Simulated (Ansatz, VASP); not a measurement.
Y2SbN in VASP and in Ansatz

```
Y Sb N
1.0
     3.96485    0.00000    0.00000
     0.00000    3.96485    0.00000
     0.00000    0.00000    5.66872
Y Sb N
2 1 1
Direct
  0.00000 0.00000 0.00000
  0.50000 0.50000 0.50000
  0.00000 0.00000 0.50000
  0.50000 0.50000 0.00000
```

Alike in both runs: functional PBEsol; k mesh 10 × 10 × 8; occupations gaussian, width 0.1 eV; no spin polarisation.

Ansatz relaxed the structure, and its values are those at the end. VASP's run is a single point on that final structure, the one shown.

```csv
,VASP,Ansatz
version,VASP 6.6.1,Ansatz 0.2.0
potentials or method,"VASP PAW PBE potentials, release 64 (Y_sv, Sb, N)","scalar-relativistic, plane waves, PAW"
plane-wave cutoff (eV),520,420
valence electrons in the cell,32,42
```

|  | VASP | Ansatz | Ansatz less VASP |
| --- | --- | --- | --- |
| gap on the k mesh at the Fermi level (eV) | none | none | - |
| pressure (GPa) | 0.0 | 0.0 | +0.01 |

A gap of «none» marks a metal or a gap that the smearing closes. The two sets of potentials don't hold the same shells in valence.

Caveats: the PAW data sets were made with another functional, which shifts forces and pressure a little (VASP). Spin-orbit coupling is left out, which matters for the levels of Sb.
